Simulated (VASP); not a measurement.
Crystal: Lu3AlN4.

```
Lu Al N
1.0
     5.14399    0.00000    0.00000
     0.00000    5.14399    0.00000
     0.00000    0.00000    5.14399
Lu Al N
3 1 4
Direct
  0.50000 0.00000 0.00000
  0.00000 0.50000 0.00000
  0.00000 0.00000 0.50000
  0.00000 0.00000 0.00000
  0.23720 0.23720 0.23720
  0.23720 0.76280 0.76280
  0.76280 0.76280 0.23720
  0.76280 0.23720 0.76280
```

The cell was built by a generator and needn't be a form met in nature.

```yaml
Program: VASP 6.6.1
Task: relaxation of cell and atoms
Functional: PBE
Potentials_or_basis: VASP PAW PBE potentials, release 64 (Lu, Al, N)
Cutoff: 520 eV
k_mesh: 3 × 3 × 3
Occupations: gaussian, width 0.15 eV
Spin: no spin polarisation
```

At the start: pressure 8.9 GPa; volume 17.01 Å³/atom.

Where does the relaxation end?

Over 7 steps the energy falls by 441.9 meV/atom and the volume is 21.05 Å³/atom (+23.7 %); space group P-43m (No. 215, to 0.05 Å).

The path:
```tsv
step	energy change (eV)	largest force (eV/Å)	pressure (GPa)	volume (Å³)
1	0.0000	3.0429	8.89	136.11
2	-2.2946	2.5484	-0.19	155.57
3	-2.8756	2.1233	-4.20	166.79
4	-2.7444	0.8754	-10.56	190.83
5	-3.0530	1.7019	-5.91	174.97
6	-3.0965	2.3177	6.35	163.07
7	-3.5354	0.0403	0.19	168.41
```

Final structure:
```
Lu Al N
1.0
     5.52230    0.00000    0.00000
     0.00000    5.52230    0.00000
     0.00000    0.00000    5.52230
Lu Al N
3 1 4
Cartesian
  2.7612 0.0000 0.0000
  0.0000 2.7612 0.0000
  0.0000 0.0000 2.7612
  0.0000 0.0000 0.0000
  1.0852 1.0852 1.0852
  1.0852 4.4371 4.4371
  4.4371 4.4371 1.0852
  4.4371 1.0852 4.4371
```

Caveat: the volume moved by over 15 % at a fixed basis, so the end points are rough.
